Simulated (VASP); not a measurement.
Output of a VASP run:

### OSZICAR
```
       N       E                     dE             d eps       ncg     rms          rms(c)
DAV:   1     0.489434108090E+03    0.48943E+03   -0.17608E+04  1368   0.294E+03
DAV:   2     0.972449550809E+02   -0.39219E+03   -0.38660E+03  1960   0.424E+02
DAV:   3    -0.291139858058E+02   -0.12636E+03   -0.12490E+03  2552   0.237E+02
DAV:   4    -0.476592625505E+02   -0.18545E+02   -0.18536E+02  2368   0.941E+01
DAV:   5    -0.487826523410E+02   -0.11234E+01   -0.11230E+01  2552   0.276E+01    0.140E+01
DAV:   6    -0.438770413397E+02    0.49056E+01   -0.44123E+01  2104   0.415E+01    0.751E+00
DAV:   7    -0.437722803019E+02    0.10476E+00   -0.46712E+00  2560   0.231E+01    0.355E+00
DAV:   8    -0.437237418019E+02    0.48538E-01   -0.47004E-01  2384   0.617E+00    0.125E+00
DAV:   9    -0.437153172912E+02    0.84245E-02   -0.73100E-02  2536   0.235E+00    0.383E-01
DAV:  10    -0.437164650281E+02   -0.11477E-02   -0.26433E-02  2128   0.119E+00    0.174E-01
DAV:  11    -0.437173075857E+02   -0.84256E-03   -0.78276E-03  2600   0.745E-01    0.139E-01
DAV:  12    -0.437173772842E+02   -0.69699E-04   -0.17679E-03  2400   0.321E-01    0.659E-02
DAV:  13    -0.437173873508E+02   -0.10067E-04   -0.98823E-04  2496   0.227E-01    0.249E-02
DAV:  14    -0.437174010983E+02   -0.13747E-04   -0.91229E-05  2680   0.897E-02    0.143E-02
DAV:  15    -0.437174068227E+02   -0.57244E-05   -0.16427E-05  2640   0.282E-02    0.113E-02
DAV:  16    -0.437174081023E+02   -0.12796E-05   -0.31861E-05  2360   0.424E-02    0.307E-03
DAV:  17    -0.437174083655E+02   -0.26323E-06   -0.17669E-06  1440   0.151E-02
   1 F= -.43717408E+02 E0= -.43717408E+02  d E =-.437174E+02
```

**OUTCAR**
```
------------------------ aborting loop because EDIFF is reached ----------------------------------------
  FORCE on cell =-STRESS in cart. coord.  units (eV):
  Direction    XX          YY          ZZ          XY          YZ          ZX
  --------------------------------------------------------------------------------------
  Total       -0.0732407     -0.0732407     -0.0938153     -0.0000000      0.0000000     -0.0000000
  in kB       -1.4716912     -1.4716911     -1.8851145     -0.0000000      0.0000000     -0.0000000
  external PRESSURE =      -1.6094989 kB  Pullay stress =       0.0000000 kB
  volume of cell :       79.73
      direct lattice vectors                 reciprocal lattice vectors
     1.951902500 -3.380794213  0.000000000     0.256160336 -0.147894243  0.000000000
     1.951902500  3.380794213  0.000000000     0.256160336  0.147894243  0.000000000
     0.000000000  0.000000000  6.041426904     0.000000000  0.000000000  0.165523810
 POSITION                                       TOTAL-FORCE (eV/Angst)
 -----------------------------------------------------------------------------------
      1.95190      1.12693      1.48299        -0.000000      0.000000      0.000457
      1.95190     -1.12693      4.55844         0.000000     -0.000000     -0.000457
      0.00000      0.00000      0.00000         0.000000      0.000000      0.000000
      1.95190      1.12693      3.90109        -0.000000      0.000000      0.011155
      1.95190     -1.12693      2.14033         0.000000     -0.000000     -0.011155
 -----------------------------------------------------------------------------------
    total drift:                                0.000000     -0.000000      0.000000
  FREE ENERGIE OF THE ION-ELECTRON SYSTEM (eV)
  ---------------------------------------------------
  free  energy   TOTEN  =       -43.7174083655 eV

  energy  without entropy=      -43.7174083655  energy(sigma->0) =      -43.71740837

 reached required accuracy - stopping structural energy minimisation
```
(Selected blocks of OUTCAR.)

POSCAR:
```
La2O3
1
    1.9519025002    -3.3807942133    -0.0000000000
    1.9519025002     3.3807942133     0.0000000000
    0.0000000000    -0.0000000000     6.0414269044
La O
2 3
Direct
  0.3333330000   0.6666670000   0.2454697034
  0.6666670000   0.3333330000   0.7545302966
  0.0000000000   0.0000000000   0.0000000000
  0.3333330000   0.6666670000   0.6457239254
  0.6666670000   0.3333330000   0.3542760746
```

Q: Reconstruct the remaining input files.

A: Several could match; the one computed here: the input of the run itself, PBEsol GGA, plane waves, VASP's PBE PAW potentials (set 64).

INCAR:
```
! general
SYSTEM  = La2O3
PREC    = Accurate
ENCUT   = 620   ! plane-wave cut-off (eV)
LREAL   = F
LASPH   = T   ! aspherical one-centre terms

! electronic loop
EDIFF   = 1E-6   ! SCF stop (eV)
NELM    = 100   ! most electronic steps
ALGO    = Normal   ! blocked Davidson
LMAXMIX = 6   ! l cut-off of mixed one-centre charges

! smearing
ISMEAR  = 0
SIGMA   = 0.05   ! width (eV)

! functional
GGA     = PS   ! PBEsol

! ions
IBRION  = 2   ! conjugate gradients
NSW     = 40   ! most ionic steps
ISIF    = 3   ! ions, shape and volume
EDIFFG  = -0.02   ! ionic stop

! output
LWAVE   = F
LCHARG  = F
```

KPOINTS:
```
Automatic mesh
0
Gamma
7 7 4
0 0 0
```

POTCAR, in this order: La O (PBE.64 set). Program: vasp_std.

The compound is La2O3 in the a-type structure. It was relaxed first.
